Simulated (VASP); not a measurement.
Set up this calculation in VASP 6.6.1, as the native input.

- Task: single point
- Functional: LDA
- Potentials or basis: VASP PAW LDA potentials, release 64 (Tl_d, Sc_sv, S)
- Cutoff: 520 eV
- k mesh: 4 × 4 × 4
- Occupations: gaussian, width 0.05 eV
- Spin: no spin polarisation
- Dipole correction: no
- Further INCAR settings: ALGO = Normal; EDIFF = 1e-07; NBANDS = 29

The structure of ScTlS3 lies in POSCAR:

```
ScTlS3
1.0
    5.1800000000      0.0000000000      0.0000000000
    0.0000000000      5.1800000000      0.0000000000
    0.0000000000      0.0000000000      5.1800000000
Tl Sc S
1 1 3
Direct
    0.0000000000      0.0000000000      0.0000000000
    0.5000000000      0.5000000000      0.5000000000
    0.5000000000      0.5000000000      0.0000000000
    0.5000000000      0.0000000000      0.5000000000
    0.0000000000      0.5000000000      0.5000000000
```

The cell comes from a database or a generator and needn't be the stable form of this composition.

One way to write it, as run:

INCAR

```
SYSTEM = ScTlS3
PREC = Accurate
ENCUT = 520
EDIFF = 1E-7
ISMEAR = 0
SIGMA = 0.05
LREAL = .False.
LASPH = .True.
NELM = 100
ALGO = Normal
ISIF = 2
LWAVE = .False.
LCHARG = .False.
GGA = CA
NBANDS = 29
```

KPOINTS

```
Automatic mesh
0
Gamma
  4 4 4
  0 0 0
```

Potentials or basis: VASP PAW LDA potentials, release 64 (Tl_d, Sc_sv, S).

Command:

```sh
$ cat potpaw_LDA.64/Tl_d/POTCAR potpaw_LDA.64/Sc_sv/POTCAR potpaw_LDA.64/S/POTCAR > POTCAR
$ mpirun -np 1 vasp_std > vasp.out
```

It gave:

| Item | Value |
| --- | --- |
| Pressure | -7.2 GPa |
| Band gap on the k mesh | none (metal or under the smearing width) |

Wall time 18 s on 1 thread of Intel(R) Xeon(R) 6975P-C (Granite Rapids) (shared host), peak memory 0.21 GiB.
